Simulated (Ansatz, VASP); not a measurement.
# Ga4SbP3 in VASP and in Ansatz

```xyz
16
Lattice="-0.0054 5.6069 5.6172 5.6069 -0.0054 5.6172 5.6016 5.6016 0.0000" Properties=species:S:1:pos:R:3 pbc="T T T"
Ga    0.0000    0.0000   -0.1708
Ga    2.8008    2.8008   -0.1708
Ga    2.8795   -0.0788    2.8807
Ga    5.6803    2.7220    2.8807
Ga   -0.0788    2.8795    2.8807
Ga    2.7220    5.6803    2.8807
Ga    2.8008    2.8008    5.6359
Ga    5.6016    5.6016    5.6359
Sb    1.4004    1.4004    1.4062
Sb    4.2012    4.2012    1.4062
P     4.2015    1.4000    4.2101
P     7.0023    4.2008    4.2101
P     1.4000    4.2015    4.2101
P     4.2008    7.0023    4.2101
P     4.2012    4.2012    7.0330
P     7.0020    7.0020    7.0330
```

Alike in both runs: functional PBEsol; k mesh 4 × 4 × 4; occupations gaussian, width 0.01 eV; no spin polarisation.

Ansatz relaxed the structure, and its values are those at the end. VASP's run is a single point on that final structure, the one shown.

|  | VASP | Ansatz |
| --- | --- | --- |
| version | VASP 6.6.1 | Ansatz 0.2.0 |
| potentials or method | VASP PAW PBE potentials, release 64 (Ga_d, Sb, P) | scalar-relativistic, plane waves, PAW |
| plane-wave cutoff (eV) | 520 | 420 |
| valence electrons in the cell | 144 | 164 |

Ansatz gave:

| Item | Value |
| --- | --- |
| pressure (GPa) | 0.0 |
| rms of the force components (eV/Å) | 0.002 |

Task: What did VASP give for the same quantities?

Result: Pressure (GPa): 0.0; rms of the force components (eV/Å): 0.006.

The two sets of potentials don't hold the same shells in valence.

Caveats: the PAW data sets were made with another functional, which shifts forces and pressure a little (VASP).
